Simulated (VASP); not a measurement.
Input:

```
V
1.0
   -1.47586     1.47586     1.47586
    1.47586    -1.47586     1.47586
    1.47586     1.47586    -1.47586
V
1
Direct
  0.00000   0.00000   0.00000
```

These are PBEsol GGA with spin-orbit coupling, VASP's PBE PAW potentials (set 64) (plane waves; VASP) values and carry that method's errors. Run with 400 eV cut-off, 16×16×16 Γ-centred mesh, Gaussian smearing of 0.050 eV, potentials V_sv.

Q: Predict the energy per atom (σ→0), band gap (over mesh and band path) with the smallest direct gap where there is one.

A: 
```
Quantity                                                              Result
----------------------------------  ----------------------------------------
band gap (over mesh and band path)  none (metal, semimetal or under 0.01 eV)
energy per atom (σ→0)                                         -9.639 eV/atom
```

The compound is V in the bcc structure. It was relaxed first, which changed the volume by -8 %.
